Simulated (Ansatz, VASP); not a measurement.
# Cross-check of SnSe2 between VASP and Ansatz

One calculation is typed for both programs; each brings its own data sets and cutoff. How far apart do they land?

Program: Ansatz 0.2.0. Level of theory: plane waves, with VASP 6.6.1 beside it; band structure at r2SCAN0 and band structure at HSE03. Results are calculated unless marked as measured.

## (1) The structure

It takes space group P-3m1 (No. 164, trigonal). The conventional cell has a = 3.811 Å, b = 3.811 Å, c = 6.136 Å, α = 90.00°, β = 90.00°, γ = 120.00°. Nearest to Sn lie 6 Se at 2.68 Å. Se has 3 Sn at 2.68 Å nearest. Farther neighbours and most contacts between anions are not listed.

## (2) VASP: band structure, r2SCAN0

Levels along a path test the potential and the projectors away from the mesh points.

Lines of VASP's logs that name or quote its potential files are left out, and so is its time.

The run reads the wave functions of an earlier VASP run, which isn't shown here.

INCAR

```
SYSTEM = SnSe2
PREC = Accurate
ENCUT = 400
EDIFF = 1E-06
NELM = 100
ISMEAR = 0
SIGMA = 0.02
LREAL = .FALSE.
ALGO = Normal
LHFCALC = .TRUE.
AEXX = 0.25
METAGGA = R2SCAN
LASPH = .TRUE.
NBANDS = 19
PRECFOCK = Fast
HFRCUT = -1
LORBIT = 11
LWAVE = .FALSE.
LCHARG = .FALSE.
KPAR = 4
```

POSCAR

```
SnSe2
1.0
    3.8110000000      0.0000000000      0.0000000000
   -1.9055000000      3.3004228138      0.0000000000
    0.0000000000      0.0000000000      6.1360000000
Sn Se
1 2
Direct
    0.0000000000      0.0000000000      0.0000000000
    0.3333333333      0.6666666667      0.2490000000
    0.6666666667      0.3333333333      0.7510000000
```

KPOINTS

```
Automatic mesh
0
Gamma
4 4 3
0 0 0
```

KPOINTS_OPT

```
Line mode
6
Line-mode
Reciprocal
  0.00000000   0.00000000   0.00000000 GAMMA
  0.50000000   0.00000000   0.00000000 M

  0.50000000   0.00000000   0.00000000 M
  0.33333333   0.33333333   0.00000000 K

  0.33333333   0.33333333   0.00000000 K
  0.00000000   0.00000000   0.00000000 GAMMA

  0.00000000   0.00000000   0.00000000 GAMMA
  0.00000000   0.00000000   0.50000000 A

  0.00000000   0.00000000   0.50000000 A
  0.50000000   0.00000000   0.50000000 L

  0.50000000   0.00000000   0.50000000 L
  0.33333333   0.33333333   0.50000000 H

  0.33333333   0.33333333   0.50000000 H
  0.00000000   0.00000000   0.50000000 A

  0.50000000   0.00000000   0.50000000 L
  0.50000000   0.00000000   0.00000000 M

  0.33333333   0.33333333   0.00000000 K
  0.33333333   0.33333333   0.50000000 H
```

The projector-augmented-wave data sets are Sn_d and Se (PBE family, release 64).

On the command line:

```
mpirun -np 4 vasp_std
```

Numbers of over 12 decimals in the logs are rounded to 6 here.

The program printed:

```text
[banner, memory and clock lines left out]
running    4 mpi-ranks, on    1 nodes
 distrk:  each k-point on    1 cores,    4 groups
 distr:  one band on    1 cores,    1 groups

 POSCAR found type information on POSCAR SnSe
 POSCAR found :  2 types and       3 ions
|                                                                             |
|               ----> ADVICE to this user running VASP <----                  |
|                                                                             |
|     You enforced a specific xc type in the INCAR file but a different       |
|     [... a line on the potential file left out ...]
|     I HOPE YOU KNOW WHAT YOU ARE DOING!                                     |
|                                                                             |

 LDA part: xc-table for (None), standard interpolation
 found WAVECAR, reading the header
 POSCAR, INCAR and KPOINTS ok, starting setup
 FFT: planning ... GRIDC
 FFT: planning ... GRID_SOFT
 FFT: planning ... GRID
 HFRCUT set to (new)   9.598768
 reading WAVECAR
 the WAVECAR file was read successfully
 initial charge from wavefunction
 entering main loop
       N       E                     dE             d eps       ncg     rms          rms(c)
DAV:   1    -0.483694119573E+02   -0.48369E+02   -0.11221E+00   345   0.995E+00    0.266E+00
DAV:   2    -0.483882404536E+02   -0.18828E-01   -0.77477E-02   389   0.190E+00    0.188E+00
DAV:   3    -0.483857604066E+02    0.24800E-02   -0.11324E-02   511   0.788E-01    0.120E+00
DAV:   4    -0.483859288203E+02   -0.16841E-03   -0.30127E-03   456   0.356E-01    0.722E-01
DAV:   5    -0.483859979439E+02   -0.69124E-04   -0.34006E-04   389   0.148E-01    0.425E-01
DAV:   6    -0.483859701237E+02    0.27820E-04   -0.63846E-05   407   0.818E-02    0.247E-01
DAV:   7    -0.483859607381E+02    0.93856E-05   -0.34704E-05   375   0.461E-02    0.144E-01
DAV:   8    -0.483859579026E+02    0.28356E-05   -0.82067E-06   426   0.222E-02    0.868E-02
DAV:   9    -0.483859561316E+02    0.17710E-05   -0.20769E-06   317   0.135E-02    0.525E-02
DAV:  10    -0.483859551078E+02    0.10238E-05   -0.12070E-06   208   0.102E-02    0.318E-02
DAV:  11    -0.483859544871E+02    0.62073E-06   -0.52475E-07   183   0.689E-03
   1 F= -.48385954E+02 E0= -.48385954E+02  d E =-.288938E-38
 Start KPOINTS_OPT (optional k-point list driver)
k-point batch [1-9\54]
       N       E                     dE             ncg
DAV:   1    -0.655250543317E+01   -0.43889E+04      351
DAV:   2    -0.195772169190E+04   -0.19512E+04      369
DAV:   3    -0.221548991655E+04   -0.25777E+03      391
DAV:   4    -0.223037725657E+04   -0.14887E+02      406
DAV:   5    -0.223074275408E+04   -0.36550E+00      448
DAV:   6    -0.223075008122E+04   -0.73271E-02      414
DAV:   7    -0.223075036420E+04   -0.28297E-03      491
DAV:   8    -0.223075037200E+04   -0.78074E-05      355
DAV:   9    -0.223075037235E+04   -0.34514E-06      304
[...]
k-point batch [46-54\54]
       N       E                     dE             ncg
DAV:   1    -0.226717641127E+03   -0.74389E+04      348
DAV:   2    -0.208034994829E+04   -0.18536E+04      353
DAV:   3    -0.229103026606E+04   -0.21068E+03      391
DAV:   4    -0.229973431249E+04   -0.87040E+01      426
DAV:   5    -0.229993462925E+04   -0.20032E+00      467
DAV:   6    -0.229994063096E+04   -0.60017E-02      494
DAV:   7    -0.229994077940E+04   -0.14843E-03      473
DAV:   8    -0.229994078193E+04   -0.25306E-05      390
DAV:   9    -0.229994078213E+04   -0.19675E-06      323
```

From OUTCAR (step 2):

```text
ion  position               nearest neighbor table
   1  0.000  0.000  0.000-   2 2.68   3 2.68   2 2.68   3 2.68   3 2.68   2 2.68
   2  0.333  0.667  0.249-   1 2.68   1 2.68   1 2.68
   3  0.667  0.333  0.751-   1 2.68   1 2.68   1 2.68

  LATTYP: Found a hexagonal cell.
 ALAT       =     3.8110000000
 C/A-ratio  =     1.6100760955

 Subroutine GETGRP returns: Found 12 space group operations
 (whereof 12 operations were pure point group operations)

The static configuration has the point symmetry D_3d.

 Found      9 irreducible k-points:

   k-points           NKPTS =      9   k-points in BZ     NKDIM =     48   number of bands    NBANDS=     19

   dimension x,y,z NGX =    28 NGY =   28 NGZ =   40
   dimension x,y,z NGXF=    56 NGYF=   56 NGZF=   80

   ENCUT  =  400.0 eV  29.40 Ry    5.42 a.u.   6.21  6.21 10.01*2*pi/ulx,y,z

   NELECT =      26.0000    total number of electrons

 k-points in reciprocal lattice and weights: Automatic mesh
   0.00000000  0.00000000  0.00000000       0.021
   0.25000000 -0.00000000  0.00000000       0.125
   0.50000000 -0.00000000  0.00000000       0.062
   0.25000000  0.25000000  0.00000000       0.125
   0.00000000  0.00000000  0.33333333       0.042
   0.25000000 -0.00000000  0.33333333       0.125
   0.00000000  0.25000000  0.33333333       0.125
   0.50000000 -0.00000000  0.33333333       0.125
   0.25000000  0.25000000  0.33333333       0.250

  exchange ACFDT corr.  =         0.00000000  see jH, gK, PRB 81, 115126

 average (electrostatic) potential at core
       1-100.4133       2 -52.4322       3 -52.4322

 E-fermi :   3.2683

 k-point     1 :       0.0000    0.0000    0.0000
  band No.  band energies     occupation
    ...
      9       2.2814      2.00000
     10       2.2814      2.00000
     11       2.6574      2.00000
     12       2.6574      2.00000
     13       3.0890      2.00000
     14       5.9298      0.00000
     15       7.9253      0.00000
     16       9.6795      0.00000
     17       9.6795      0.00000
     18      13.3638      0.00000
    ...

 k-point     2 :       0.2500   -0.0000    0.0000
  band No.  band energies     occupation
    ...
      9      -0.9109      2.00000
     10       0.5510      2.00000
     11       0.8567      2.00000
     12       2.8517      2.00000
     13       2.9435      2.00000
     14       6.8015      0.00000
     15       9.0030      0.00000
     16      10.5331      0.00000
     17      10.8693      0.00000
     18      11.7459      0.00000
    ...

 k-point     3 :       0.5000   -0.0000    0.0000
  band No.  band energies     occupation
    ...
      9      -1.8806      2.00000
     10      -0.1623      2.00000
     11       0.0838      2.00000
     12       1.8516      2.00000
     13       2.7630      2.00000
     14       5.7907      0.00000
     15       8.8031      0.00000
     16      10.4014      0.00000
     17      10.5828      0.00000
     18      12.6195      0.00000
    ...

  energy-cutoff  :      400.00
  volume of cell :       77.18
      direct lattice vectors                 reciprocal lattice vectors
     3.811000000  0.000000000  0.000000000     0.262398321  0.151495741  0.000000000
    -1.905500000  3.300422814  0.000000000     0.000000000  0.302991482  0.000000000
     0.000000000  0.000000000  6.136000000     0.000000000  0.000000000  0.162972621

 POSITION                                       TOTAL-FORCE (eV/Angst)
 -----------------------------------------------------------------------------------
      0.00000      0.00000      0.00000        -0.000000     -0.000000     -0.000000
     -0.00000      2.20028      1.52786        -0.000000     -0.000000      0.116055
      1.90550      1.10014      4.60814         0.000000      0.000000     -0.116055
 -----------------------------------------------------------------------------------
    total drift:                                0.000000     -0.000000      0.000000

  FREE ENERGIE OF THE ION-ELECTRON SYSTEM (eV)
  ---------------------------------------------------
  free  energy   TOTEN  =       -48.3859544871 eV

  energy  without entropy=      -48.3859544871  energy(sigma->0) =      -48.38595449

 total charge
# of ion       s       p       d       tot
------------------------------------------
    1        0.999   1.085  10.133  12.218
    2        1.488   2.418   0.029   3.936
    3        1.488   2.418   0.029   3.936
--------------------------------------------------
tot          3.975   5.921  10.192  20.089

[... 3 further parts left out ...]
```

The k-mesh is coarse for unscreened exact exchange, which converges slowly with it. Spin-orbit coupling is off here; with elements this heavy it splits and shifts levels by tenths of an eV or more.

[end of part 1 of 3]

[Lines on the potential files, build, host, timing and source positions are cut from VASP's logs without a mark.]

[Logs are printed without paths, hosts, clocks, repeated set-up lines and the standing remarks that a program may print on its own settings, such as how far it seeks lower states.]

[Hosts, paths, dates, database ids (printed as entryN), source tags and the programs' standing remarks are cut or masked in the printed files.]
